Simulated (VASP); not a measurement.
Data:

```xyz
2
Lattice="0.0000 2.7501 2.7501 2.7501 0.0000 2.7501 2.7501 2.7501 0.0000" Properties=species:S:1:pos:R:3 pbc="T T T"
Ru     0.0000     0.0000     0.0000
Se     1.3751     1.3751     1.3751
```

Calculation: PBE GGA, VASP's PBE PAW potentials (set 64) (plane waves; VASP 6.6.1). Numerical set-up: 400 eV cut-off, Gaussian smearing of 0.050 eV, potentials Ru_pv Se.

Question: Give the energies of bands 5 to 13 at the high-symmetry points, in eV from the Fermi level.

Answer: 
| band | Γ | X | U | L | W |
|---|---|---|---|---|---|
| 5 | -5.28 | -6.35 | -5.89 | -5.86 | -5.59 |
| 6 | -5.28 | -4.13 | -4.62 | -4.90 | -5.12 |
| 7 | -5.28 | -4.13 | -4.37 | -4.90 | -4.10 |
| 8 | -1.74 | -2.18 | -2.45 | -1.49 | -2.29 |
| 9 | -1.74 | -1.16 | -1.55 | -1.49 | -1.90 |
| 10 | 1.86 | -0.91 | -1.02 | -1.22 | -1.07 |
| 11 | 3.43 | -0.41 | 0.01 | 1.53 | -0.38 |
| 12 | 3.43 | -0.41 | 0.48 | 1.53 | 0.80 |
| 13 | 3.43 | 5.28 | 5.78 | 4.14 | 6.89 |

It has no gap at this level: it comes out as a metal or semimetal.

The structure was generated: RuSe was put into the zinc blende type (F-43m), which need not be its known phase. It was relaxed first, which changed the volume by -28 %.
